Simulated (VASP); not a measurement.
**MnCuO2 (Crednerite): structure and properties in VASP**

What structure and properties does PBEsol + U give MnCuO2 (Crednerite), and how near are they to the measured ones? The steps: relaxing cell and atoms (PBEsol + U), second relaxation, single point with fields (PBEsol + U), band structure (PBEsol + U), total and projected DOS (PBEsol + U), zone-centre phonons (PBEsol + U), volume scan with PBEsol + U, fit for PBEsol + U and self-consistent run (PBEsol + U), changed input. The start is a cell from a database of measured crystal structures.

Main program and level: VASP 6.6.1; PBEsol, DFT+U (Cu d 5 eV, Mn d 4 eV), spin-polarised from a ferromagnetic start; plane waves and PAW (Mn_pv, Cu, O).

**What experiment says.**

For CuMnO2, monoclinic distorted delafossite (ground powder, He pressure medium), “Decoupling lattice and magnetic instabilities in frustrated CuMnO2” (2021, arxiv:2104.06281) gives, by synchrotron XRD in diamond anvil cell: bulk modulus (B0, third-order Birch-Murnaghan, low-pressure region) 116 ± 2 GPa [equation-of-state fit to the region below the volume anomaly near 10 GPa]; Raman mode (Ag in-plane mode) 312.5 ± 0.2 cm⁻¹ [weak line; symmetry label assigned by the authors]; Raman mode (Bg in-plane mode) 388.8 ± 0.2 cm⁻¹ [weak line; symmetry label assigned by the authors]; Raman mode (Ag, O-Cu-O stretch) 688.7 ± 0.03 cm⁻¹.

Report form: the programs' logs are mostly left out.

The database entry behind the starting cell differs from later determinations by our own check (a about 1 % short, old inner coordinates), so it need not match the best structure at ambient conditions.

### 1. Set-up

Before any relaxation, the start is as follows. It takes space group C2/m (No. 12, monoclinic). The conventional cell has a = 5.530 Å, b = 2.884 Å, c = 5.898 Å, α = 90.00°, β = 104.60°, γ = 90.00°. Nearest to Mn lie 6 O at 1.79 to 2.24 Å. Nearest to Cu lie 2 O at 2.04 Å. O has 3 Mn at 1.79 to 2.24 Å and 1 Cu at 2.04 Å nearest. Farther neighbours and most contacts between anions are not listed.

Coordinates:

```
Mn Cu O
1.0
     2.76500   -1.44200    0.00000
     2.76500    1.44200    0.00000
    -1.48671    0.00000    5.70755
Mn Cu O
1 1 2
Cartesian
  0.0000 0.0000 0.0000
  2.0216 0.0000 2.8538
  2.0879 0.0000 0.8162
  1.9554 0.0000 4.8914
```

### 2. Relaxing cell and atoms (PBEsol + U)

The start need not lie at this functional's minimum. ISIF = 3 frees volume, shape and positions, and EDIFFG sets the threshold on forces and stress at which the search stops. PBEsol restores the gradient expansion of exchange and is tuned for the cells of solids. A Hubbard U penalises fractional filling of the localised shell, which semilocal functionals favour.

The input, INCAR:

```
SYSTEM = MnCuO2
PREC = Accurate
ENCUT = 520
EDIFF = 1E-06
NELM = 100
ISMEAR = 0
SIGMA = 0.05
LREAL = .FALSE.
ALGO = Normal
GGA = PS
NBANDS = 26
ISPIN = 2
MAGMOM = 4 0.6 0 0
LDAU = .TRUE.
LDAUTYPE = 2
LDAUL = 2 2 -1
LDAUU = 4 5 0
LDAUJ = 0 0 0
LDAUPRINT = 1
LASPH = .TRUE.
LMAXMIX = 4
LORBIT = 11
LWAVE = .FALSE.
LCHARG = .FALSE.
KPAR = 4
IBRION = 2
NSW = 60
ISIF = 3
EDIFFG = -0.01
```

The input, POSCAR:

```
MnCuO2
1.0
    2.7650000000     -1.4420000000      0.0000000000
    2.7650000000      1.4420000000      0.0000000000
   -1.4867050749      0.0000000000      5.7075486875
Mn Cu O
1 1 2
Direct
    0.0000000000      0.0000000000      0.0000000000
    0.5000000000      0.5000000000      0.5000000000
    0.4160000000      0.4160000000      0.1430000000
    0.5840000000      0.5840000000      0.8570000000
```

The input, KPOINTS:

```
Automatic mesh
0
Gamma
9 9 4
0 0 0
```

The projector-augmented-wave data sets are Mn_pv, Cu and O (PBE family, release 64).

On the command line:

```
$ mpirun -np 4 vasp_std
```

Run time: 9.8 min. Hardware: 4 MPI ranks of AMD EPYC 9R45, shared host; peak memory 1.3 GiB; 39 min of CPU time.

The cell holds one magnetic atom, so no antiferromagnetic order fits into it. The gap is read on the k-mesh alone, so it is an upper bound where the band edges lie off the mesh. The PAW data sets were made with PBE, which is usual practice but a small mismatch for other functionals. The run keeps the 4 symmetry operations of its start, so it cannot find a distortion of lower symmetry.

Relaxation path (22 of 30):

| step | energy less that of the first step (eV) | largest force (eV/Å) | pressure (GPa) | volume (Å³) |
| --- | --- | --- | --- | --- |
| 1 | 0.0000 | 6.9028 | 20.02 | 45.51 |
| 2 | -0.7813 | 1.5012 | -14.26 | 55.26 |
| 4 | -1.4291 | 0.9601 | -10.30 | 50.13 |
| 5 | -1.4294 | 1.0664 | -9.87 | 49.99 |
| 7 | -1.6097 | 0.0450 | -1.44 | 46.98 |
| 8 | -1.6097 | 0.0661 | -1.17 | 46.92 |
| 9 | -1.6316 | 0.1890 | 0.43 | 46.25 |
| 11 | -1.6408 | 0.0814 | -0.42 | 46.22 |
| 12 | -1.6408 | 0.0721 | -0.39 | 46.23 |
| 13 | -1.6422 | 0.0613 | 0.13 | 46.10 |
| 15 | -1.6432 | 0.0603 | 0.22 | 46.08 |
| 16 | -1.6437 | 0.0873 | 0.22 | 46.06 |
| 18 | -1.6446 | 0.0479 | -0.50 | 46.23 |
| 19 | -1.6451 | 0.0468 | -0.47 | 46.18 |
| 20 | -1.6462 | 0.0666 | -0.02 | 46.05 |
| 22 | -1.6465 | 0.0844 | 0.16 | 45.97 |
| 23 | -1.6470 | 0.0091 | 0.19 | 45.95 |
| 24 | -1.6470 | 0.0197 | 0.20 | 45.95 |
| 26 | -1.6471 | 0.0173 | -0.15 | 46.11 |
| 27 | -1.6472 | 0.0133 | -0.08 | 46.09 |
| 29 | -1.6472 | 0.0042 | 0.10 | 46.03 |
| 30 | -1.6472 | 0.0016 | 0.02 | 46.07 |

| cell as run | before | after | change |
| --- | --- | --- | --- |
| a (Å) | 3.118 | 3.151 | +1.0 % |
| b (Å) | 3.118 | 3.151 | +1.0 % |
| c (Å) | 5.898 | 5.823 | -1.3 % |
| α (°) | 102.91 | 102.16 | -0.7 % |
| β (°) | 102.91 | 102.16 | -0.7 % |
| γ (°) | 55.09 | 55.14 | +0.1 % |
| volume (Å³/atom) | 11.38 | 11.52 | +1.2 % |

The atoms that moved most (Å, as changes of fractional coordinates times the final cell):

| atom | dx | dy | dz | length |
| --- | --- | --- | --- | --- |
| O4 | 0.132 | 0.000 | -0.212 | 0.249 |
| O3 | -0.132 | 0.000 | 0.212 | 0.249 |

The relaxed structure:

```xyz
4
Lattice="2.7927 -1.4583 0.0300 2.7927 1.4583 0.0300 -1.4440 0.0000 5.6408" Properties=species:S:1:pos:R:3 pbc="T T T"
Mn    0.0000    0.0000    0.0000
Cu    2.0707    0.0000    2.8504
O     1.9852    0.0000    1.0433
O     2.1561    0.0000    4.6575
```

This step gave:

- electrons: 36
- bands: 26
- irreducible k-points: 95
- symmetry operations: 4
- free energy (TOTEN): -25.76 eV
- Fermi energy: 5.069 eV
- pressure: 0.01689 GPa
- moment of the cell, from the last line of the log: 4 μB
- metallic: no
- valence top at k: 0, 0, 0
- conduction bottom at k: -0.2222, 0.1111, 0.5
- least direct gap at k: -0.3333, 0.3333, 0
- SCF cycles over all ionic steps: 245
- gap on the k-mesh: 0.4052 eV
- least direct gap on the k-mesh: 1.094 eV

Spin moment in the PAW sphere by atom:

| atom | spin moment in the PAW sphere (μB) |
| --- | --- |
| Mn1 | 3.91 |
| Cu2 | -0.01 |
| O3 | -0.02 |
| O4 | -0.02 |

It ends with a largest force of 0.002 eV/Å and a pressure of 0.02 GPa. The volume lies +1.2 % from that of the database's start.

### 3. Second relaxation

A relaxation keeps the plane waves of the cell it began with, so it is repeated from the new cell, on a basis made for it.

INCAR is that of step 2.

The input, POSCAR:

```
MnCuO2
1.0
    2.7926571158     -1.4583286311      0.0299771144
    2.7926571158      1.4583286311      0.0299771144
   -1.4439861849      0.0000000000      5.6408443961
Mn Cu O
1 1 2
Direct
    0.0000000000      0.0000000000      0.0000000000
    0.5000000000      0.5000000000      0.5000000000
    0.4021530575      0.4021530575      0.1806834249
    0.5978469425      0.5978469425      0.8193165751
```

KPOINTS is that of step 2.

On the command line:

```
$ mpirun -np 4 vasp_std
```

Run time: 34 s. Hardware: 4 MPI ranks; peak memory 1.2 GiB.

Little changed from the start: no atom moved by 0.005 Å and no cell edge by 0.1 %.

Numbers from this step:

- pressure: -0.003553 GPa
- SCF cycles over all ionic steps: 15
- gap on the k-mesh: 0.4053 eV

It ends with a largest force of 0.003 eV/Å and a pressure of 0.00 GPa. The volume moved by under 0.01 %: the run met its threshold at the first step.

### 4. Single point with fields (PBEsol + U)

The relaxed cell gets a fresh self-consistent run, on a basis set for its own volume, to fix the density and to check the remaining stress.

Changes to INCAR since step 3:

```diff
@@ -23,7 +23,5 @@
 LWAVE = .FALSE.
-LCHARG = .FALSE.
-KPAR = 4
-IBRION = 2
-NSW = 60
-ISIF = 3
-EDIFFG = -0.01
+LCHARG = .TRUE.
+ISIF = 2
+LELF = .TRUE.
+LVHAR = .TRUE.
```

POSCAR is that of step 3.

KPOINTS is that of step 3.

On the command line:

```
$ mpirun -np 4 vasp_std
```

Run time: 39 s. Hardware: 4 MPI ranks; peak memory 0.69 GiB; 2.6 min of CPU time.

With spin, VASP writes an ELF for each channel.

This step gave:

```yaml
scf_cycles: 15
bands: 28
fermi_energy: 5.081 eV
pressure: -0.01405 GPa
gap_on_the_k_mesh: 0.4052 eV
```

Valence electrons inside each PAW sphere by angular momentum. Sphere charges, by row:

| atom | s (e) | p (e) | d (e) | tot (e) |
| --- | --- | --- | --- | --- |
| Mn1 | 0.295 | 6.331 | 4.847 | 11.47 |
| Cu2 | 0.428 | 0.331 | 9.381 | 10.14 |
| O3 | 1.552 | 3.468 | 0 | 5.021 |
| O4 | 1.552 | 3.468 | 0 | 5.021 |

Spin density in the ac plane of the conventional cell at fractional y = 0.000, with atoms of Mn and Cu and O within 0.2 Å of it.

Ten even steps from '0' (-0.1 e/Å³) to '9' (5.6 e/Å³), each cell a mean:
```
720000000000027
100000000000002
000000000000000
000000000000000
000000000000000
000000000000000
000000000000000
000000000000000
000000000000000
000000000000000
000000000000000
000000000000000
000000000000000
420000000000002
940000000000027
```
Columns run along a (5.6 Å), rows up along c (5.8 Å), edges of the conventional cell, whose origin can differ from the input's. Atoms in or near the plane, at fractional coordinates: Mn at (0.00, 0.00), Cu at (0.50, 0.50), O at (0.40, 0.18), O at (0.60, 0.82).

ELF of up spins in the ac plane of the conventional cell at fractional y = 0.000, with atoms of Mn and Cu and O within 0.2 Å of it. It is the smooth field of the valence electrons, not physical close to the nuclei.

Ten even steps from '_' (0.01) to '@' (0.81), each cell a mean:
```
..--::..__....::++####--::--..
--::..______::##%%%%@@**::----
....______..++@@##**@@##....::
__________..**@@@@@@@@++..____
__________..--++##**==::______
__________..............______
..........::..____..::........
..........::______..::........
....__......____........__....
________..::----::....________
______..++%%@@@@**::__________
......--@@@@##@@%%--__________
----..==@@%%**@@**::______..::
::--::--%%@@%%##--______..::--
__::--..==++==::..::::..::--..
```
Columns run along a (5.6 Å), rows up along c (5.8 Å), edges of the conventional cell, whose origin can differ from the input's. Atoms in or near the plane, at fractional coordinates: Mn at (0.00, 0.00), Cu at (0.50, 0.50), O at (0.40, 0.18), O at (0.60, 0.82).

Valence density in the ac plane of the conventional cell at fractional y = 0.000, with atoms of Mn and Cu and O within 0.2 Å of it. It is the smooth field of the valence electrons, not physical close to the nuclei.

Ten steps, logarithmic in the rise over the least value, from '_' (0 e/Å³) to '@' (15 e/Å³), each cell a mean:
```
@@##--..__....::--==--::::**@@
**--..______..==**##**--::==**
....________::++##%%**--....::
____________::++####++::______
____________::--====::..______
__________..--++++--..________
__________::**@@%%**::________
________..==%%@@@@++::________
________..--**%%**--..________
________..::====--..__________
________::==++++--..__________
..____..==##%%**--..__________
----::::++##%%**--..______..::
%%##--::==**++==::______..--##
@@%%==::::--::::........::**@@
```
Columns run along a (5.6 Å), rows up along c (5.8 Å), edges of the conventional cell, whose origin can differ from the input's. Atoms in or near the plane, at fractional coordinates: Mn at (0.00, 0.00), Cu at (0.50, 0.50), O at (0.40, 0.18), O at (0.60, 0.82).

In this run the pressure is -0.01 GPa, small enough to go on.

### 5. Band structure (PBEsol + U)

Levels along the symmetry lines show where the bands peak and cross; KPOINTS_OPT computes them in the converged potential.

Changes to INCAR since step 4:

```diff
@@ -10,5 +10,5 @@
 GGA = PS
-NBANDS = 26
+NBANDS = 34
 ISPIN = 2
-MAGMOM = 4 0.6 0 0
+MAGMOM = 3.909 -0.005 -0.017 -0.017
 LDAU = .TRUE.
@@ -23,5 +23,3 @@
 LWAVE = .FALSE.
-LCHARG = .TRUE.
-ISIF = 2
-LELF = .TRUE.
-LVHAR = .TRUE.
+LCHARG = .FALSE.
+KPAR = 4
```

POSCAR is that of step 4.

KPOINTS is that of step 4.

The input, KPOINTS_OPT:

```
Line mode
16
Line-mode
Reciprocal
  0.00000000   0.00000000   0.00000000 GAMMA
 -0.50000000  -0.50000000   0.00000000 Y

 -0.50000000  -0.50000000   0.00000000 Y
 -0.53047444  -0.53047444   0.26743164 F

 -0.53047444  -0.53047444   0.26743164 F
 -0.50000000  -0.50000000   0.50000000 L

 -0.50000000  -0.50000000   0.50000000 L
 -0.69422126  -0.30577874   0.50000000 I

 -0.30577874   0.30577874   0.50000000 I1
  0.00000000   0.00000000   0.50000000 Z

  0.00000000   0.00000000   0.50000000 Z
 -0.46952556  -0.46952556   0.73256836 F1

 -0.50000000  -0.50000000   0.00000000 Y
 -0.67775669  -0.32224331   0.00000000 X1

 -0.32224331   0.32224331   0.00000000 X
  0.00000000   0.00000000   0.00000000 GAMMA

  0.00000000   0.00000000   0.00000000 GAMMA
 -0.50000000   0.00000000   0.00000000 N

 -0.50000000   0.00000000   0.50000000 M
  0.00000000   0.00000000   0.00000000 GAMMA
```

On the command line:

```
$ mpirun -np 4 vasp_std
```

Run time: 80 s. Hardware: 4 MPI ranks; peak memory 1.9 GiB; 5.3 min of CPU time.

Numbers from this step:

| Quantity | Value |
| --- | --- |
| bands | 34 |
| Fermi energy | 5.071 eV |
| pressure | -0.01388 GPa |
| least gap on mesh and path | 0.3513 eV |
| least direct gap on mesh and path | 1.094 eV |
| conduction bottom at k | -0.1631, 0.1631, 0.5 |
| least direct gap at k | -0.6659, -0.3341, 0 |

Spin up. Electronic bands along the path, in eV, zero at the valence-band top; v1 is the highest filled band, c1 the lowest empty one:

| point | v4 | v3 | v2 | v1 | c1 | c2 | c3 |
| --- | --- | --- | --- | --- | --- | --- | --- |
| Γ | -2.70 | -2.59 | -2.52 | 0.00 | 1.70 | 2.12 | 6.11 |
| 0.53 of the way | -2.59 | -2.30 | -2.03 | -1.47 | 1.65 | 3.22 | 7.27 |
| Y | -2.71 | -2.44 | -1.88 | -0.47 | 1.66 | 3.16 | 6.24 |
| 0.47 of the way | -2.50 | -2.44 | -1.79 | -0.51 | 1.62 | 3.12 | 6.22 |
| F | -2.45 | -2.09 | -1.53 | -0.64 | 1.48 | 3.02 | 6.14 |
| 0.47 of the way | -2.29 | -1.87 | -1.36 | -0.79 | 1.38 | 3.06 | 5.83 |
| L | -2.16 | -1.76 | -1.25 | -0.92 | 1.32 | 3.11 | 5.65 |
| 0.53 of the way | -2.18 | -2.02 | -1.11 | -0.86 | 0.65 | 3.98 | 6.20 |
| I | -2.69 | -2.12 | -1.05 | -0.80 | 0.96 | 4.84 | 5.87 |
| jump to I1 | -2.69 | -2.12 | -1.05 | -0.80 | 0.96 | 4.84 | 5.87 |
| 0.53 of the way | -2.14 | -2.02 | -1.61 | -0.86 | 0.39 | 3.91 | 6.97 |
| Z | -2.79 | -1.37 | -1.30 | -0.52 | 1.40 | 3.70 | 4.67 |
| 0.47 of the way | -2.66 | -1.82 | -1.56 | -1.07 | 1.39 | 3.55 | 6.23 |
| F1 | -2.45 | -2.09 | -1.53 | -0.64 | 1.48 | 3.02 | 6.14 |
| jump to Y | -2.71 | -2.44 | -1.88 | -0.47 | 1.66 | 3.16 | 6.24 |
| 0.47 of the way | -2.65 | -2.48 | -1.65 | -0.39 | 1.17 | 3.76 | 6.18 |
| X1 | -2.65 | -2.10 | -1.43 | -0.34 | 0.77 | 5.21 | 5.55 |
| jump to X | -2.65 | -2.10 | -1.43 | -0.34 | 0.77 | 5.21 | 5.55 |
| 0.47 of the way | -2.24 | -1.98 | -1.74 | -0.76 | 0.74 | 3.31 | 8.56 |
| Γ | -2.70 | -2.59 | -2.52 | 0.00 | 1.70 | 2.12 | 6.11 |
| 0.53 of the way | -2.33 | -1.99 | -1.83 | -0.74 | 0.83 | 3.06 | 8.09 |
| N | -2.12 | -1.95 | -0.88 | -0.69 | 0.87 | 3.52 | 5.92 |
| jump to M | -2.42 | -2.33 | -1.41 | -0.11 | 1.08 | 3.55 | 6.95 |
| 0.47 of the way | -2.45 | -2.10 | -1.98 | -0.83 | 0.66 | 3.61 | 7.38 |
| Γ | -2.70 | -2.59 | -2.52 | 0.00 | 1.70 | 2.12 | 6.11 |

Of the projections kept (Mn, Cu, O), the largest for each band there; the rest of the weight can lie on other orbitals:

| point | v4 | v3 | v2 | v1 | c1 | c2 | c3 |
| --- | --- | --- | --- | --- | --- | --- | --- |
| Γ | Cu 0.89 | O 0.93 | O 0.97 | O 0.50 | Mn 0.50 | Cu 0.55 | O 0.50 |
| Y | Mn 0.50 | Cu 1.00 | Cu 0.57 | Cu 0.63 | Mn 0.49 | Cu 0.65 | Cu 0.59 |
| F | Cu 1.00 | Cu 0.66 | Cu 0.44 | Cu 0.62 | Mn 0.53 | Cu 0.68 | Cu 0.61 |
| L | Cu 0.82 | Cu 0.65 | Mn 0.49 | Cu 0.84 | Mn 0.56 | Cu 0.67 | Cu 0.65 |
| I | Cu 0.96 | Cu 0.63 | O 0.41 | Cu 0.69 | Mn 0.51 | Cu 0.73 | Cu 0.76 |
| I1 | Cu 0.96 | Cu 0.63 | O 0.41 | Cu 0.69 | Mn 0.51 | Cu 0.73 | Cu 0.76 |

Spin down. Electronic bands along the path, in eV, zero at the valence-band top; v1 is the highest filled band, c1 the lowest empty one:

| point | v4 | v3 | v2 | v1 | c1 | c2 | c3 | c4 |
| --- | --- | --- | --- | --- | --- | --- | --- | --- |
| Γ | -2.65 | -2.44 | -2.43 | -2.34 | 1.78 | 2.80 | 2.83 | 3.31 |
| 0.53 of the way | -2.61 | -2.36 | -2.32 | -2.07 | 2.22 | 2.97 | 3.29 | 3.64 |
| Y | -2.46 | -2.44 | -2.35 | -1.13 | 2.44 | 3.23 | 3.51 | 3.60 |
| 0.47 of the way | -2.46 | -2.30 | -2.24 | -1.11 | 2.31 | 3.24 | 3.50 | 3.61 |
| F | -2.46 | -2.11 | -2.00 | -1.03 | 2.05 | 3.26 | 3.49 | 3.61 |
| 0.47 of the way | -2.46 | -2.11 | -1.88 | -0.96 | 1.99 | 3.33 | 3.49 | 3.69 |
| L | -2.46 | -2.15 | -1.83 | -0.92 | 1.97 | 3.35 | 3.48 | 3.77 |
| 0.53 of the way | -2.66 | -2.19 | -2.10 | -0.85 | 2.56 | 3.12 | 3.32 | 3.78 |
| I | -2.68 | -2.46 | -2.09 | -0.81 | 2.80 | 3.30 | 3.30 | 3.80 |
| jump to I1 | -2.68 | -2.46 | -2.09 | -0.81 | 2.80 | 3.30 | 3.30 | 3.80 |
| 0.53 of the way | -2.87 | -2.15 | -2.06 | -1.74 | 2.23 | 2.94 | 3.02 | 3.31 |
| Z | -3.07 | -2.81 | -1.46 | -1.27 | 2.54 | 2.83 | 3.01 | 3.73 |
| 0.47 of the way | -2.67 | -2.42 | -1.82 | -1.65 | 2.22 | 3.01 | 3.18 | 3.50 |
| F1 | -2.46 | -2.11 | -2.00 | -1.03 | 2.05 | 3.26 | 3.49 | 3.61 |
| jump to Y | -2.46 | -2.44 | -2.35 | -1.13 | 2.44 | 3.23 | 3.51 | 3.60 |
| 0.47 of the way | -2.60 | -2.38 | -2.23 | -1.00 | 2.77 | 3.39 | 3.42 | 3.52 |
| X1 | -2.74 | -2.19 | -2.08 | -0.69 | 2.73 | 3.25 | 3.34 | 3.72 |
| jump to X | -2.74 | -2.19 | -2.08 | -0.69 | 2.73 | 3.25 | 3.34 | 3.72 |
| 0.47 of the way | -2.83 | -2.13 | -2.09 | -1.95 | 2.66 | 2.95 | 2.98 | 3.42 |
| Γ | -2.65 | -2.44 | -2.43 | -2.34 | 1.78 | 2.80 | 2.83 | 3.31 |
| 0.53 of the way | -2.68 | -2.30 | -2.14 | -2.01 | 2.34 | 2.86 | 3.31 | 3.53 |
| N | -2.43 | -2.17 | -1.91 | -0.68 | 1.96 | 3.25 | 3.39 | 3.89 |
| jump to M | -2.61 | -2.43 | -2.08 | -0.88 | 2.48 | 3.35 | 3.40 | 3.62 |
| 0.47 of the way | -2.68 | -2.34 | -2.14 | -2.00 | 2.29 | 2.64 | 3.24 | 3.38 |
| Γ | -2.65 | -2.44 | -2.43 | -2.34 | 1.78 | 2.80 | 2.83 | 3.31 |

Of the projections kept (Mn, Cu, O), the largest for each band there; the rest of the weight can lie on other orbitals:

| point | v4 | v3 | v2 | v1 | c1 | c2 | c3 | c4 |
| --- | --- | --- | --- | --- | --- | --- | --- | --- |
| Γ | O 0.94 | Cu 0.83 | O 0.97 | Cu 0.79 | Mn 0.45 | Mn 0.84 | Mn 1.00 | Mn 0.86 |
| Y | Cu 1.00 | Cu 0.84 | Cu 0.78 | Cu 0.85 | Mn 0.87 | Cu 0.65 | Mn 0.99 | Mn 0.95 |
| F | Cu 1.00 | Cu 0.72 | Cu 0.66 | Cu 0.85 | Mn 0.80 | Mn 0.52 | Mn 0.99 | Mn 0.96 |
| L | Cu 1.00 | Cu 0.80 | Cu 0.63 | Cu 0.84 | Mn 0.82 | Mn 0.63 | Mn 0.99 | Mn 0.90 |
| I | Cu 0.97 | Cu 0.80 | Cu 0.73 | Cu 0.81 | Mn 0.96 | Mn 0.95 | Mn 0.86 | Mn 0.81 |
| I1 | Cu 0.97 | Cu 0.80 | Cu 0.73 | Cu 0.81 | Mn 0.96 | Mn 0.95 | Mn 0.86 | Mn 0.81 |

The path lowers the gap by 0.05 eV against the mesh alone, so a band edge lies off the mesh.

Spin up: The path shows an indirect gap of 0.35 eV (valence top at Γ, conduction bottom between I1 and Z). The least direct gap is 1.09 eV. Spin down: On this path the gap is indirect, 2.45 eV, with the valence top between X and Γ and the conduction bottom at Γ. The least direct gap is 2.63 eV.

(Part 1 of 2 ends here.)

[Lines on the potential files, build, host, timing and source positions are cut from VASP's logs without a mark.]

[Logs are printed without paths, hosts, clocks, repeated set-up lines and the standing remarks that a program may print on its own settings, such as how far it seeks lower states.]

[Hosts, paths, dates, database ids (printed as entryN), source tags and the programs' standing remarks are cut or masked in the printed files.]

[A measured line is paired with the nearest computed mode of its activity, which favours agreement.]
